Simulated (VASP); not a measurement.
Output of a VASP run:

**OSZICAR**
```
       N       E                     dE             d eps       ncg     rms          rms(c)
DAV:   1    -0.811468841222E+00   -0.81147E+00   -0.15248E+03  1050   0.598E+02
DAV:   2    -0.560805738342E+01   -0.47966E+01   -0.47966E+01  1458   0.673E+01
DAV:   3    -0.570374563191E+01   -0.95688E-01   -0.95688E-01  1194   0.861E+00
DAV:   4    -0.570478036308E+01   -0.10347E-02   -0.10347E-02  1422   0.858E-01
DAV:   5    -0.570478924580E+01   -0.88827E-05   -0.88827E-05  1254   0.474E-02    0.323E+00
DAV:   6    -0.547706844947E+01    0.22772E+00   -0.21858E-01  1110   0.216E+00    0.159E+00
DAV:   7    -0.540755329160E+01    0.69515E-01   -0.27451E-01  1314   0.268E+00    0.252E-01
DAV:   8    -0.541072088880E+01   -0.31676E-02   -0.90493E-03  1164   0.843E-01    0.571E-02
DAV:   9    -0.541067979897E+01    0.41090E-04   -0.46194E-04  1464   0.126E-01    0.125E-02
DAV:  10    -0.541067837678E+01    0.14222E-05   -0.18108E-05  1266   0.415E-02    0.503E-03
DAV:  11    -0.541067857177E+01   -0.19499E-06   -0.14400E-06  1254   0.112E-02    0.130E-03
DAV:  12    -0.541067787916E+01    0.69261E-06   -0.70546E-08  1206   0.332E-03    0.108E-03
DAV:  13    -0.541067822343E+01   -0.34427E-06   -0.85509E-08  1086   0.252E-03    0.108E-04
DAV:  14    -0.541067826423E+01   -0.40806E-07   -0.21425E-09   534   0.660E-04
   1 F= -.54106783E+01 E0= -.54106783E+01  d E =0.000000E+00
```

### OUTCAR
```
------------------------ aborting loop because EDIFF is reached ----------------------------------------
  FORCE on cell =-STRESS in cart. coord.  units (eV):
  Direction    XX          YY          ZZ          XY          YZ          ZX
  --------------------------------------------------------------------------------------
  Total       -0.0041165     -0.0041165     -0.0041165      0.0000000     -0.0000000     -0.0000000
  in kB       -0.4119792     -0.4119792     -0.4119792      0.0000000     -0.0000000     -0.0000000
  external PRESSURE =      -0.4119792 kB  Pullay stress =       0.0000000 kB
  volume of cell :       16.01
      direct lattice vectors                 reciprocal lattice vectors
     0.000000000  2.000370606  2.000370606    -0.249953683  0.249953683  0.249953683
     2.000370606  0.000000000  2.000370606     0.249953683 -0.249953683  0.249953683
     2.000370606  2.000370606  0.000000000     0.249953683  0.249953683 -0.249953683
  FREE ENERGIE OF THE ION-ELECTRON SYSTEM (eV)
  ---------------------------------------------------
  free  energy   TOTEN  =        -5.4106782642 eV

  energy  without entropy=       -5.4106782642  energy(sigma->0) =       -5.41067826

 total charge

# of ion       s       p       d       tot
------------------------------------------
    1        2.021   0.074   0.000   2.094
    2        0.562   0.002   0.000   0.563
--------------------------------------------------
tot          2.582   0.075   0.000   2.658
```
(Selected blocks of OUTCAR.)

File POSCAR:
```
LiH
1
    0.0000000000     2.0003706061     2.0003706061
    2.0003706061     0.0000000000     2.0003706061
    2.0003706061     2.0003706061     0.0000000000
Li H
1 1
Direct
  0.0000000000   0.0000000000   0.0000000000
  0.5000000000   0.5000000000   0.5000000000
```

### Question
Write an INCAR and KPOINTS that could have produced this output.

### Answer
Several could match; the one computed here: the input of the run itself, optB88-vdW, plane waves, VASP's PBE PAW potentials (set 64).

**KPOINTS**
```
Automatic mesh
0
gamma
13 13 13
0 0 0
```

INCAR:
```
AGGAC=0.0
ALGO=Normal
EDIFF=1E-7
ENCUT=520
GGA=BO
ISIF=2
ISMEAR=-5
LASPH=.TRUE.
LCHARG=.TRUE.
LORBIT=11
LREAL=.FALSE.
LUSE_VDW=.TRUE.
LWAVE=.FALSE.
NEDOS=601
NELM=100
PARAM1=0.1833333333
PARAM2=0.22
PREC=Accurate
SYSTEM=LiH
```

POTCAR, in this order: Li_sv H (PBE.64 set). Program: vasp_std.

The compound is LiH in the rock salt structure. It was relaxed first, which changed the volume by -6 %.
